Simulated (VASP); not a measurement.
Data:

```yaml
crystal:
  lattice:
    - [0.00000, 2.18052, 2.18052]
    - [2.18052, 0.00000, 2.18052]
    - [2.18052, 2.18052, 0.00000]
  atoms:
    - { symbol: Ti, position: [0.00000, 0.00000, 0.00000] }
    - { symbol: C, position: [0.50000, 0.50000, 0.50000] }
```

All values below come from RPBE GGA, VASP's PBE PAW potentials (set 64) (plane waves; VASP 6.6.1). Numerical set-up: 520 eV cut-off, Gaussian smearing of 0.050 eV, potentials Ti_sv C.

Question: Give the energies of bands 6 to 11 at the high-symmetry points, in eV from the Fermi level.

Answer: 
| band | Γ | X | U | L | W |
|---|---|---|---|---|---|
| 6 | 0.68 | -3.46 | -3.45 | -5.78 | -3.14 |
| 7 | 0.68 | -1.57 | -3.36 | -2.86 | -3.14 |
| 8 | 0.68 | -0.09 | -1.73 | -2.86 | -2.69 |
| 9 | 1.62 | -0.09 | 1.41 | 2.82 | 2.71 |
| 10 | 1.62 | 2.59 | 3.04 | 2.82 | 2.71 |
| 11 | 1.63 | 3.40 | 3.70 | 3.97 | 3.40 |

It has no gap at this level: it comes out as a metal or semimetal.

The compound is TiC in the rock salt structure. It was relaxed first.
